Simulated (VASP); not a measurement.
Output of a VASP run:

File OSZICAR:
```
       N       E                     dE             d eps       ncg     rms          rms(c)
DAV:   1     0.106095010738E+03    0.10610E+03   -0.94930E+03 12419   0.301E+03
DAV:   2    -0.268902728667E+01   -0.10878E+03   -0.10589E+03 11304   0.387E+02
DAV:   3    -0.119686693117E+02   -0.92796E+01   -0.91888E+01 12191   0.991E+01
DAV:   4    -0.121495035641E+02   -0.18083E+00   -0.18070E+00 12948   0.144E+01
DAV:   5    -0.121553124651E+02   -0.58089E-02   -0.58087E-02 14166   0.233E+00    0.134E+01
DAV:   6    -0.148248993492E+02   -0.26696E+01   -0.36436E+01 12265   0.683E+01    0.162E+01
DAV:   7    -0.115682965606E+02    0.32566E+01   -0.12983E+01 11544   0.502E+01    0.203E+00
DAV:   8    -0.115776031534E+02   -0.93066E-02   -0.32158E-01 12585   0.490E+00    0.136E+00
DAV:   9    -0.115651802040E+02    0.12423E-01   -0.40303E-02 14919   0.221E+00    0.703E-01
DAV:  10    -0.115639728672E+02    0.12073E-02   -0.14394E-03 15299   0.448E-01    0.107E-01
DAV:  11    -0.115638151841E+02    0.15768E-03   -0.52180E-04 14656   0.308E-01    0.739E-02
DAV:  12    -0.115638057127E+02    0.94713E-05   -0.87123E-05 15452   0.147E-01    0.325E-02
DAV:  13    -0.115638064732E+02   -0.76042E-06   -0.17113E-05 15350   0.429E-02    0.108E-02
DAV:  14    -0.115638049282E+02    0.15450E-05   -0.14568E-06  6694   0.201E-02    0.812E-03
DAV:  15    -0.115638041051E+02    0.82304E-06   -0.71700E-07  5807   0.152E-02
   1 F= -.11563804E+02 E0= -.11563835E+02  d E =0.916223E-04  mag=     0.7508
```

**OUTCAR**
```
------------------------ aborting loop because EDIFF is reached ----------------------------------------
  FORCE on cell =-STRESS in cart. coord.  units (eV):
  Direction    XX          YY          ZZ          XY          YZ          ZX
  --------------------------------------------------------------------------------------
  Total        1.4893290      1.4893290      1.4893290      0.0000000      0.0000000     -0.0000000
  in kB      100.9414648    100.9414648    100.9414648      0.0000000      0.0000000     -0.0000000
  external PRESSURE =     100.9414648 kB  Pullay stress =       0.0000000 kB
  volume of cell :       23.64
      direct lattice vectors                 reciprocal lattice vectors
     2.869969000  0.000000000  0.000000000     0.348435819  0.000000000  0.000000000
     0.000000000  2.869969000  0.000000000     0.000000000  0.348435819  0.000000000
     0.000000000  0.000000000  2.869969000     0.000000000  0.000000000  0.348435819
 POSITION                                       TOTAL-FORCE (eV/Angst)
 -----------------------------------------------------------------------------------
      0.00000      0.00000      0.00000         0.000000      0.000000      0.000000
      1.43498      1.43498      1.43498         0.000000      0.000000      0.000000
 -----------------------------------------------------------------------------------
    total drift:                               -0.000000      0.000000      0.000000
  FREE ENERGIE OF THE ION-ELECTRON SYSTEM (eV)
  ---------------------------------------------------
  free  energy   TOTEN  =       -11.5638041051 eV

  energy  without entropy=      -11.5638957275  energy(sigma->0) =      -11.56383465

 total charge

# of ion       s       p       d       tot
------------------------------------------
    1        0.399   0.490   7.534   8.422
    2        1.117   1.228  10.140  12.485
--------------------------------------------------
tot          1.516   1.717  17.675  20.907

 magnetization (x)

# of ion       s       p       d       tot
------------------------------------------
    1        0.011   0.002   0.734   0.747
    2        0.009   0.013  -0.009   0.013
--------------------------------------------------
tot          0.020   0.015   0.725   0.760
```
(Selected blocks of OUTCAR.)

POSCAR:
```
CoGe
1
    2.8699690000     0.0000000000     0.0000000000
    0.0000000000     2.8699690000     0.0000000000
    0.0000000000     0.0000000000     2.8699690000
Co Ge
1 1
Direct
  0.0000000000   0.0000000000   0.0000000000
  0.5000000000   0.5000000000   0.5000000000
```

**Question.** Reconstruct the remaining input files.

**Answer.** One answer among several that fit: the input of the run itself, PBE GGA, plane waves, VASP's PBE PAW potentials (set 64).

### INCAR
```
LMAXMIX  =  4
LCHARG  =  .FALSE.
SYSTEM  =  CoGe
GGA  =  PE   ! PBE
LREAL  =  .FALSE.   ! projection in real space or not
ALGO  =  Normal   ! blocked Davidson
ISIF  =  2   ! forces and stress, cell fixed
ISMEAR  =  1
LORBIT  =  10
ENCUT  =  400   ! plane-wave cut-off (eV)
SIGMA  =  0.1   ! width (eV)
LWAVE  =  .FALSE.
MAGMOM  =  3.0 0.0
ISPIN  =  2   ! spin-polarised
LASPH  =  .TRUE.
EDIFF  =  1E-6   ! SCF stop (eV)
PREC  =  Accurate
NELM  =  100   ! most electronic steps
```

### KPOINTS
```
Automatic mesh
0
Gamma
16 16 16
0 0 0
```

POTCAR, in this order: Co Ge_d (PBE.64 set). Program: vasp_std.

The structure was generated: CoGe was put into the CsCl type (Pm-3m), which need not be its known phase. The cell was not relaxed at this level. The run is one of a series of settings (KPOINTS 16×16×16 Γ-centred mesh against the base run), some of them coarse on purpose.
